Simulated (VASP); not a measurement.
Output of a VASP run:

OUTCAR:
```
 ion  position               nearest neighbor table
   1  0.500  0.999  0.999-  62 2.59  46 2.59  54 2.59  33 2.60
   2  0.750  0.250  0.999-  55 2.59  44 2.59  34 2.60  33 2.60
   3  0.750  0.999  0.250-  49 2.59  39 2.59  35 2.60  33 2.60
   4  0.000  0.000  1.000-  63 2.60  36 2.60  44 2.60  39 2.60
   5  0.249  0.250  0.999-  60 2.59  54 2.60  36 2.60  37 2.60
   6  0.500  0.500  0.999-  55 2.59  61 2.59  38 2.60  37 2.60
   7  0.750  0.750  0.999-  62 2.59  39 2.59  56 2.59  38 2.60
   8  0.249  0.999  0.250-  57 2.59  46 2.59  36 2.60  40 2.60
   9  0.492  0.242  0.242-  33 2.57  40 2.57  37 2.57  64 2.76
  10  0.757  0.507  0.243-  34 2.57  38 2.57  41 2.57  64 2.75
  11  0.500  0.999  0.500-  49 2.59  59 2.59  42 2.60  40 2.60
  12  0.757  0.242  0.507-  35 2.57  42 2.57  43 2.57  64 2.76
  13  0.750  0.999  0.751-  62 2.59  44 2.59  53 2.59  42 2.60
  14  0.000  0.500  0.999-  60 2.59  45 2.59  56 2.59  34 2.60
  15  0.250  0.750  1.000-  63 2.60  46 2.60  61 2.60  45 2.60
  16  0.001  0.250  0.250-  47 2.59  36 2.59  34 2.60  35 2.60
  17  0.249  0.500  0.250-  47 2.59  45 2.59  37 2.60  48 2.60
  18  0.500  0.751  0.250-  49 2.59  46 2.59  38 2.60  48 2.60
  19  0.001  0.999  0.500-  57 2.59  50 2.59  53 2.60  35 2.60
  20  0.249  0.250  0.500-  47 2.59  50 2.59  40 2.60  51 2.60
  21  0.492  0.508  0.508-  51 2.57  52 2.57  48 2.57  64 2.76
  22  0.750  0.751  0.500-  49 2.59  53 2.59  41 2.60  52 2.60
  23  0.250  0.000  0.750-  63 2.60  54 2.60  50 2.60  59 2.60
  24  0.500  0.250  0.751-  54 2.59  55 2.59  42 2.60  51 2.60
  25  0.750  0.500  0.751-  56 2.59  55 2.59  52 2.60  43 2.60
  26  0.000  0.751  0.250-  57 2.59  39 2.59  45 2.59  41 2.61
  27  0.001  0.500  0.500-  47 2.59  58 2.59  41 2.60  43 2.60
  28  0.249  0.751  0.500-  57 2.59  58 2.59  59 2.60  48 2.60
  29  0.001  0.250  0.750-  60 2.59  50 2.59  44 2.59  43 2.60
  30  0.249  0.500  0.751-  60 2.59  58 2.59  61 2.59  51 2.60
  31  0.500  0.751  0.751-  62 2.59  61 2.59  59 2.60  52 2.60
  32  0.000  0.750  0.750-  63 2.60  53 2.60  58 2.60  56 2.60
  33  0.626  0.124  0.124-   9 2.57   2 2.60   3 2.60   1 2.60
  34  0.876  0.374  0.124-  10 2.57   2 2.60  16 2.60  14 2.60
  35  0.876  0.124  0.374-  12 2.57   3 2.60  16 2.60  19 2.60
  36  0.125  0.125  0.125-  16 2.59   8 2.60   5 2.60   4 2.60
  37  0.374  0.376  0.124-   9 2.57  17 2.60   6 2.60   5 2.60
  38  0.624  0.626  0.124-  10 2.57   6 2.60  18 2.60   7 2.60
  39  0.875  0.875  0.125-  26 2.59   3 2.59   7 2.59   4 2.60
  40  0.374  0.124  0.376-   9 2.57  20 2.60  11 2.60   8 2.60
  41  0.876  0.626  0.376-  10 2.57  22 2.60  27 2.60  26 2.61
  42  0.624  0.124  0.626-  12 2.57  24 2.60  11 2.60  13 2.60
  43  0.876  0.376  0.626-  12 2.57  25 2.60  27 2.60  29 2.60
  44  0.875  0.125  0.875-   2 2.59  13 2.59  29 2.59   4 2.60
  45  0.124  0.625  0.125-  17 2.59  26 2.59  14 2.59  15 2.60
  46  0.375  0.875  0.125-  18 2.59   1 2.59   8 2.59  15 2.60
  47  0.125  0.375  0.375-  27 2.59  16 2.59  20 2.59  17 2.59
  48  0.374  0.626  0.374-  21 2.57  18 2.60  17 2.60  28 2.60
  49  0.625  0.875  0.375-  11 2.59  18 2.59   3 2.59  22 2.59
  50  0.125  0.125  0.625-  20 2.59  29 2.59  19 2.59  23 2.60
  51  0.374  0.374  0.626-  21 2.57  24 2.60  20 2.60  30 2.60
  52  0.626  0.626  0.626-  21 2.57  25 2.60  22 2.60  31 2.60
  53  0.875  0.875  0.625-  22 2.59  13 2.59  19 2.60  32 2.60
  54  0.375  0.125  0.875-  24 2.59   1 2.59   5 2.60  23 2.60
  55  0.625  0.375  0.875-  24 2.59  25 2.59   6 2.59   2 2.59
  56  0.875  0.625  0.875-  25 2.59   7 2.59  14 2.59  32 2.60
  57  0.124  0.875  0.375-  26 2.59  19 2.59  28 2.59   8 2.59
  58  0.125  0.625  0.625-  27 2.59  30 2.59  28 2.59  32 2.60
  59  0.375  0.875  0.625-  11 2.59  31 2.60  28 2.60  23 2.60
  60  0.124  0.375  0.875-  29 2.59  14 2.59   5 2.59  30 2.59
  61  0.375  0.625  0.874-   6 2.59  30 2.59  31 2.59  15 2.60
  62  0.625  0.875  0.875-   7 2.59   1 2.59  31 2.59  13 2.59
  63  0.125  0.875  0.875-  23 2.60  15 2.60   4 2.60  32 2.60
  64  0.624  0.375  0.375-  10 2.75  12 2.76   9 2.76  21 2.76
 Subroutine IBZKPT returns following result:
 Found      1 irreducible k-points:

 Following reciprocal coordinates:
            Coordinates               Weight
  0.000000  0.000000  0.000000      1.000000
 Subroutine IBZKPT_HF returns following result:
   k-points           NKPTS =      1   k-points in BZ     NKDIM =      1   number of bands    NBANDS=    162
   number of dos      NEDOS =    301   number of ions     NIONS =     64
   total plane-waves  NPLWV = 216000
   dimension x,y,z NGX =    60 NGY =   60 NGZ =   60
   dimension x,y,z NGXF=   120 NGYF=  120 NGZF=  120
   ions per type =              32  31   1
   PREC   = normal    normal or accurate (medium, high low for compatibility)
   ISTART =      1    job   : 0-new  1-cont  2-samecut
...
```

OSZICAR:
```
       N       E                     dE             d eps       ncg     rms          rms(c)
DAV:   1    -0.310312873761E+03   -0.31031E+03   -0.14877E+01   324   0.714E+00    0.123E+01
DAV:   2    -0.310457453043E+03   -0.14458E+00   -0.67783E-01   382   0.132E+00    0.846E+00
DAV:   3    -0.310423194324E+03    0.34259E-01   -0.23870E-02   366   0.274E-01    0.495E+00
DAV:   4    -0.310407120938E+03    0.16073E-01   -0.98376E-03   376   0.149E-01    0.273E+00
DAV:   5    -0.310401578856E+03    0.55421E-02   -0.36693E-03   368   0.860E-02    0.146E+00
DAV:   6    -0.310399546376E+03    0.20325E-02   -0.83013E-04   352   0.447E-02    0.775E-01
DAV:   7    -0.310398790172E+03    0.75620E-03   -0.27160E-04   352   0.277E-02    0.405E-01
DAV:   8    -0.310398524867E+03    0.26530E-03   -0.10165E-04   350   0.176E-02    0.207E-01
DAV:   9    -0.310398436679E+03    0.88188E-04   -0.35433E-05   262   0.107E-02    0.105E-01
DAV:  10    -0.310398409661E+03    0.27018E-04   -0.15374E-05   230   0.761E-03    0.507E-02
DAV:  11    -0.310398402892E+03    0.67687E-05   -0.70042E-06   214   0.491E-03
   1 F= -.31039840E+03 E0= -.31039840E+03  d E =-.188474E-10
```

File OUTCAR:
```
------------------------ aborting loop because EDIFF is reached ----------------------------------------
  volume of cell :     1727.79
      direct lattice vectors                 reciprocal lattice vectors
    11.999521734  0.000000000  0.000000000     0.083336655  0.000000000  0.000000000
     0.000000000 11.999521734  0.000000000     0.000000000  0.083336655  0.000000000
     0.000000000  0.000000000 11.999521734     0.000000000  0.000000000  0.083336655
  FREE ENERGIE OF THE ION-ELECTRON SYSTEM (eV)
  ---------------------------------------------------
  free  energy   TOTEN  =      -310.3984028921 eV

  energy  without entropy=     -310.3984028921  energy(sigma->0) =     -310.39840289

  exchange ACFDT corr.  =         0.00000000  see jH, gK, PRB 81, 115126
```
(Selected blocks of OUTCAR.)

POSCAR:
```
In32P31Se
1
   11.9995217336     0.0000000000     0.0000000000
    0.0000000000    11.9995217336     0.0000000000
    0.0000000000     0.0000000000    11.9995217336
In P Se
32 31 1
Direct
  0.4996065240   0.9994062932   0.9992732848
  0.7501128317   0.2498251843   0.9988054285
  0.7500951016   0.9987936788   0.2497978377
  0.0000569554   0.0000232528   0.9998823236
  0.2491547233   0.2497915602   0.9991269151
  0.4997662582   0.5001906040   0.9986169240
  0.7503926018   0.7504179424   0.9992782363
  0.2491443400   0.9992164252   0.2497739712
  0.4918207038   0.2420445072   0.2418236555
  0.7568631124   0.5068671082   0.2425766353
  0.4998418194   0.9987547365   0.5000157468
  0.7571610328   0.2416142952   0.5073136850
  0.7502710529   0.9990153656   0.7507812708
  0.0003331883   0.5003402636   0.9993299348
  0.2498851169   0.7500668981   0.9999245502
  0.0011688029   0.2499655090   0.2499121723
  0.2485838363   0.5001843275   0.2498729278
  0.4998715525   0.7513370231   0.2498307606
  0.0006476053   0.9992789218   0.5002606763
  0.2487514932   0.2498922080   0.5000135240
  0.4915818090   0.5080866217   0.5080538752
  0.7500630049   0.7510478743   0.4999656552
  0.2498410765   0.0000128711   0.7500654565
  0.4999268171   0.2499331496   0.7511574552
  0.7499386720   0.4999121540   0.7508426015
  0.0003015747   0.7505386042   0.2496592599
  0.0009380478   0.5000078886   0.5000039016
  0.2488172000   0.7507898662   0.5003811485
  0.0005341633   0.2499119594   0.7504504954
  0.2489804990   0.5002418267   0.7507543109
  0.4998094835   0.7507245098   0.7505539950
  0.0000086472   0.7499969168   0.7500468300
  0.6261095481   0.1239333451   0.1238910048
  0.8758750314   0.3736838822   0.1240383834
  0.8761028334   0.1237759343   0.3736944666
  0.1251290001   0.1248739914   0.1248257766
  0.3736920804   0.3763239348   0.1237663652
  0.6237095287   0.6259055875   0.1240064573
  0.8751609074   0.8746351907   0.1246655275
  0.3738723832   0.1239308891   0.3761251280
  0.8755686429   0.6256026724   0.3760754389
  0.6236354004   0.1236464977   0.6262631533
  0.8756177859   0.3758291637   0.6255680266
  0.8751989480   0.1247882652   0.8745424579
  0.1244803443   0.6252553613   0.1247137938
  0.3746768532   0.8753084781   0.1246978954
  0.1247940297   0.3749992284   0.3751076245
  0.3736406102   0.6263820759   0.3737374655
  0.6250195580   0.8750341423   0.3749654533
  0.1246254788   0.1248490652   0.6251960941
  0.3737643978   0.3738025408   0.6261805204
  0.6260093719   0.6260336229   0.6259293952
  0.8750705410   0.8750482078   0.6250619666
  0.3748272162   0.1249502310   0.8750356416
  0.6250094003   0.3749976774   0.8749942867
  0.8748634424   0.6248718357   0.8748216366
  0.1244960454   0.8748410422   0.3747738546
  0.1248603450   0.6248570587   0.6250422040
  0.3746497275   0.8747526493   0.6251676863
  0.1244920655   0.3750317048   0.8750474868
  0.3746532143   0.6253076102   0.8744869362
  0.6248860460   0.8747920304   0.8752963648
  0.1249744147   0.8750101071   0.8749778643
  0.6242641605   0.3746736295   0.3753281975
```

Write an INCAR and KPOINTS that could have produced this output.

This is not unique; one that fits is the input of the run itself, HSE06 screened hybrid, plane waves, VASP's PBE PAW potentials (set 64).

File KPOINTS:
```
Regular mesh
0
G
 1 1 1
0 0 0
```

### INCAR
```
SYSTEM = In32P31Se
PREC = Normal
ENCUT = 400
EDIFF = 1E-5
NELM = 50
ALGO = Normal
LREAL = Auto
LASPH = .TRUE.
ISMEAR = 0
SIGMA = 0.05
GGA = PE
LMAXMIX = 4
LWAVE = .FALSE.
LCHARG = .FALSE.
NELMIN = 4
ISYM = 0
NELECT = 258.0
HFSCREEN = 0.2
AEXX = 0.25
LHFCALC = .TRUE.
PRECFOCK = Fast
ISIF = 0
```

POTCAR, in this order: In P Se (PBE.64 set). Program: vasp_gam. Read from the step before: WAVECAR.

The cell is charged, with a uniform compensating background. The supercell is sampled at Γ alone, which is coarse: total energies, pressure and levels can be off, energies of defects by several tenths of an eV.

The cell is a supercell with a defect, built from InP (zinc blende): Se_P, charge -1. The cell's shape comes from a PBE relaxation. The run is not spin-polarised, so no state with unpaired spins was tried.
